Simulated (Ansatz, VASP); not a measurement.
# Tl2Se in two plane-wave programs, part 2 of 3

Aim: how closely do two programs agree when they are given the same cell, functional and k mesh? The cell is generated by rule, not measured, and may not be a known phase. The cell is taken from a series of runs on this material, whose earlier steps may have relaxed, scaled, displaced or heated it; both programs get it as it stands.

VASP 6.6.1 and Ansatz 0.2.0.

So far: The structure; VASP: zone-centre phonons, PBE.

## 2. VASP: zone-centre phonons, PBE (continued)

Level of this step: PBE; plane waves and PAW (Se, Tl_d); invented cell (VASP).

Parts of OUTCAR (step 2):

```text
ion  position               nearest neighbor table
   1  0.000  0.500  0.400-   3 3.08   5 3.08   3 3.08   5 3.08   4 3.10   6 3.10
   2  0.500  0.000  0.600-   4 3.08   6 3.08   4 3.08   6 3.08   5 3.10   3 3.10
   3  0.500  0.753  0.241-   1 3.08   1 3.08   2 3.10   5 3.74   5 3.82   6 3.95   6 3.95
   4  0.000  0.253  0.759-   2 3.08   2 3.08   1 3.10   6 3.74   6 3.82   5 3.95   5 3.95
   5  0.500  0.247  0.241-   1 3.08   1 3.08   2 3.10   3 3.74   3 3.82   4 3.95   4 3.95
   6  0.000  0.747  0.759-   2 3.08   2 3.08   1 3.10   4 3.74   4 3.82   3 3.95   3 3.95

  LATTYP: Found a simple orthorhombic cell.
 ALAT       =     4.2963257659
 B/A-ratio  =     1.6042833667
 C/A-ratio  =     1.7596126862

 Subroutine GETGRP returns: Found  8 space group operations
 (whereof  4 operations were pure point group operations)

The static configuration has the point symmetry C_2v.
 The point group associated with its full space group is D_2h.

 Found     60 irreducible k-points:

   k-points           NKPTS =     60   k-points in BZ     NKDIM =     60   number of bands    NBANDS=     39

   dimension x,y,z NGX =    32 NGY =   56 NGZ =   50
   dimension x,y,z NGXF=    64 NGYF=  112 NGZF=  100

   ENCUT  =  500.0 eV  36.75 Ry    6.06 a.u.   7.83 13.78 12.57*2*pi/ulx,y,z

   NELECT =      64.0000    total number of electrons

 k-points in reciprocal lattice and weights: Automatic mesh
   0.00000000  0.00000000  0.00000000       0.005
   0.12500000  0.00000000  0.00000000       0.010
   0.25000000  0.00000000  0.00000000       0.010
   0.37500000  0.00000000  0.00000000       0.010
   0.50000000  0.00000000  0.00000000       0.005
   0.00000000  0.25000000  0.00000000       0.010
   0.12500000  0.25000000  0.00000000       0.021
   0.25000000  0.25000000  0.00000000       0.021
   0.37500000  0.25000000  0.00000000       0.021
[...]
0.37500000  0.50000000  0.50000000       0.010
   0.50000000  0.50000000  0.50000000       0.005

 average (electrostatic) potential at core
       1 -54.7157       2 -54.7157       3 -86.3439       4 -86.3439       5 -86.3439
       6 -86.3439

 Eigenvectors and eigenvalues of the dynamical matrix
 ----------------------------------------------------

   1 f  =    4.020953 THz    25.264392 2PiTHz  134.124553 cm-1    16.629318 meV
             X         Y         Z           dx          dy          dz
      0.000000  3.779935  2.760325     0.000000    0.666516    0.000000
      2.148163  0.000000  4.132199     0.000000   -0.666516    0.000000
      2.148163  5.691763  1.658244     0.000000   -0.061839    0.155094
      0.000000  1.911828  5.234280    -0.000000    0.061839    0.155094
      2.148163  1.868107  1.658244    -0.000000   -0.061839   -0.155094
      0.000000  5.648041  5.234280     0.000000    0.061839   -0.155094

   2 f  =    3.367239 THz    21.156984 2PiTHz  112.318988 cm-1    13.925773 meV
             X         Y         Z           dx          dy          dz
      0.000000  3.779935  2.760325     0.000000    0.000000   -0.646438
      2.148163  0.000000  4.132199    -0.000000   -0.000000   -0.646438
      2.148163  5.691763  1.658244    -0.000000   -0.030911    0.200258
      0.000000  1.911828  5.234280     0.000000    0.030911    0.200258
      2.148163  1.868107  1.658244    -0.000000    0.030911    0.200258
      0.000000  5.648041  5.234280     0.000000   -0.030911    0.200258

   3 f  =    2.767495 THz    17.388681 2PiTHz   92.313683 cm-1    11.445433 meV
             X         Y         Z           dx          dy          dz
      0.000000  3.779935  2.760325    -0.000000    0.000000    0.588270
      2.148163  0.000000  4.132199    -0.000000    0.000000   -0.588270
      2.148163  5.691763  1.658244     0.000000    0.277345   -0.006998
      0.000000  1.911828  5.234280     0.000000    0.277345    0.006998
      2.148163  1.868107  1.658244     0.000000   -0.277345   -0.006998
      0.000000  5.648041  5.234280    -0.000000   -0.277345    0.006998

   4 f  =    2.656800 THz    16.693170 2PiTHz   88.621325 cm-1    10.987639 meV
             X         Y         Z           dx          dy          dz
      0.000000  3.779935  2.760325    -0.647191    0.000000   -0.000000
      2.148163  0.000000  4.132199    -0.647191    0.000000    0.000000
      2.148163  5.691763  1.658244     0.201425   -0.000000    0.000000
      0.000000  1.911828  5.234280     0.201425   -0.000000   -0.000000
      2.148163  1.868107  1.658244     0.201425   -0.000000   -0.000000
      0.000000  5.648041  5.234280     0.201425   -0.000000    0.000000

   5 f  =    2.655097 THz    16.682469 2PiTHz   88.564518 cm-1    10.980596 meV
             X         Y         Z           dx          dy          dz
      0.000000  3.779935  2.760325     0.000000    0.636656   -0.000000
      2.148163  0.000000  4.132199     0.000000    0.636656    0.000000
      2.148163  5.691763  1.658244    -0.000000   -0.197995    0.090180
      0.000000  1.911828  5.234280    -0.000000   -0.197995   -0.090180
      2.148163  1.868107  1.658244    -0.000000   -0.197995   -0.090180
      0.000000  5.648041  5.234280    -0.000000   -0.197995    0.090180

   6 f  =    2.643098 THz    16.607074 2PiTHz   88.164255 cm-1    10.930970 meV
             X         Y         Z           dx          dy          dz
      0.000000  3.779935  2.760325     0.655589   -0.000000    0.000000
      2.148163  0.000000  4.132199    -0.655589   -0.000000   -0.000000
      2.148163  5.691763  1.658244    -0.187355    0.000000   -0.000000
      0.000000  1.911828  5.234280     0.187355    0.000000    0.000000
      2.148163  1.868107  1.658244    -0.187355    0.000000    0.000000
      0.000000  5.648041  5.234280     0.187355    0.000000   -0.000000

   7 f  =    2.105565 THz    13.229657 2PiTHz   70.234099 cm-1     8.707915 meV
             X         Y         Z           dx          dy          dz
      0.000000  3.779935  2.760325    -0.000000    0.000000    0.040047
      2.148163  0.000000  4.132199     0.000000    0.000000    0.040047
      2.148163  5.691763  1.658244    -0.000000   -0.499044   -0.012393
      0.000000  1.911828  5.234280     0.000000    0.499044   -0.012393
      2.148163  1.868107  1.658244    -0.000000    0.499044   -0.012393
      0.000000  5.648041  5.234280     0.000000   -0.499044   -0.012393

   8 f  =    1.977000 THz    12.421859 2PiTHz   65.945628 cm-1     8.176212 meV
             X         Y         Z           dx          dy          dz
      0.000000  3.779935  2.760325     0.000000    0.000000    0.111413
      2.148163  0.000000  4.132199     0.000000   -0.000000   -0.111413
      2.148163  5.691763  1.658244    -0.000000   -0.105990    0.482244
      0.000000  1.911828  5.234280    -0.000000   -0.105990   -0.482244
      2.148163  1.868107  1.658244     0.000000    0.105990    0.482244
      0.000000  5.648041  5.234280     0.000000    0.105990   -0.482244

   9 f  =    1.345835 THz     8.456133 2PiTHz   44.892237 cm-1     5.565926 meV
             X         Y         Z           dx          dy          dz
      0.000000  3.779935  2.760325     0.000000    0.184729    0.000000
      2.148163  0.000000  4.132199     0.000000   -0.184729    0.000000
      2.148163  5.691763  1.658244    -0.000000   -0.152731   -0.457833
      0.000000  1.911828  5.234280    -0.000000    0.152731   -0.457833
      2.148163  1.868107  1.658244     0.000000   -0.152731    0.457833
      0.000000  5.648041  5.234280     0.000000    0.152731    0.457833

  10 f  =    1.223773 THz     7.689191 2PiTHz   40.820667 cm-1     5.061115 meV
             X         Y         Z           dx          dy          dz
      0.000000  3.779935  2.760325     0.000000   -0.000000   -0.000000
      2.148163  0.000000  4.132199    -0.000000   -0.000000    0.000000
      2.148163  5.691763  1.658244     0.500000   -0.000000    0.000000
      0.000000  1.911828  5.234280     0.500000    0.000000   -0.000000
      2.148163  1.868107  1.658244    -0.500000   -0.000000   -0.000000
      0.000000  5.648041  5.234280    -0.500000    0.000000    0.000000

  11 f  =    1.117944 THz     7.024252 2PiTHz   37.290613 cm-1     4.623445 meV
             X         Y         Z           dx          dy          dz
      0.000000  3.779935  2.760325     0.000000    0.116586   -0.000000
      2.148163  0.000000  4.132199     0.000000    0.116586    0.000000
      2.148163  5.691763  1.658244     0.000000   -0.036557   -0.491800
      0.000000  1.911828  5.234280     0.000000   -0.036557    0.491800
      2.148163  1.868107  1.658244    -0.000000   -0.036557    0.491800
      0.000000  5.648041  5.234280    -0.000000   -0.036557   -0.491800

  12 f  =    1.024173 THz     6.435068 2PiTHz   34.162730 cm-1     4.235637 meV
             X         Y         Z           dx          dy          dz
      0.000000  3.779935  2.760325    -0.000000   -0.000000   -0.376199
      2.148163  0.000000  4.132199     0.000000    0.000000    0.376199
      2.148163  5.691763  1.658244    -0.000000    0.402300    0.131876
      0.000000  1.911828  5.234280    -0.000000    0.402300   -0.131876
      2.148163  1.868107  1.658244     0.000000   -0.402300    0.131876
      0.000000  5.648041  5.234280     0.000000   -0.402300   -0.131876

  13 f  =    1.004228 THz     6.309748 2PiTHz   33.497424 cm-1     4.153149 meV
             X         Y         Z           dx          dy          dz
      0.000000  3.779935  2.760325     0.000000    0.000000   -0.000000
      2.148163  0.000000  4.132199    -0.000000   -0.000000    0.000000
      2.148163  5.691763  1.658244     0.500000    0.000000    0.000000
      0.000000  1.911828  5.234280    -0.500000   -0.000000   -0.000000
      2.148163  1.868107  1.658244    -0.500000    0.000000   -0.000000
      0.000000  5.648041  5.234280     0.500000   -0.000000    0.000000
    [... 43 further lines ...]
      2.148163  1.868107  1.658244     0.000000    0.000012   -0.457977
      0.000000  5.648041  5.234280     0.000000   -0.000012   -0.457977

 MACROSCOPIC STATIC DIELECTRIC TENSOR IONIC CONTRIBUTION
 ------------------------------------------------------
           7.728893    -0.000000     0.000000
          -0.000000    13.725067    -0.000000
           0.000000    -0.000000     2.860583
 ------------------------------------------------------

 ELASTIC MODULI CONTR FROM IONIC RELAXATION (kBar)
 Direction    XX          YY          ZZ          XY          YZ          ZX
 --------------------------------------------------------------------------------
 XX         -89.9299   -107.1506    -99.4674      0.0000      0.0000      0.0000
 YY        -107.1506   -143.8518   -145.7046      0.0000     -0.0000      0.0000
 ZZ         -99.4674   -145.7046   -224.5471     -0.0000     -0.0000     -0.0000
 XY           0.0000      0.0000     -0.0000    -58.8006     -0.0000      0.0000
 YZ           0.0000     -0.0000     -0.0000     -0.0000    -84.7001      0.0000
 ZX           0.0000      0.0000     -0.0000      0.0000      0.0000    -35.5292
 --------------------------------------------------------------------------------

 PIEZOELECTRIC TENSOR IONIC CONTR  for field in x, y, z        (C/m^2)
          XX          YY          ZZ          XY          YZ          ZX
  --------------------------------------------------------------------------------
  x    -0.00000     0.00000     0.00000     0.00000     0.00000    -0.00000
  y    -0.00000    -0.00000    -0.00000    -0.00000    -0.00000     0.00000
  z    -0.00000    -0.00000     0.00000     0.00000     0.00000    -0.00000
```

With a direct gap this small, the dielectric response converges slowly with the mesh, so tensor and charges are uncertain; a mesh that holds the point of the least gap tends to give too large a tensor.

[end of part 2 of 3]

[Lines on the potential files, build, host, timing and source positions are cut from VASP's logs without a mark.]

[Logs are printed without paths, hosts, clocks, repeated set-up lines and the standing remarks that a program may print on its own settings, such as how far it seeks lower states.]

[Hosts, paths, dates, database ids (printed as entryN), source tags and the programs' standing remarks are cut or masked in the printed files.]
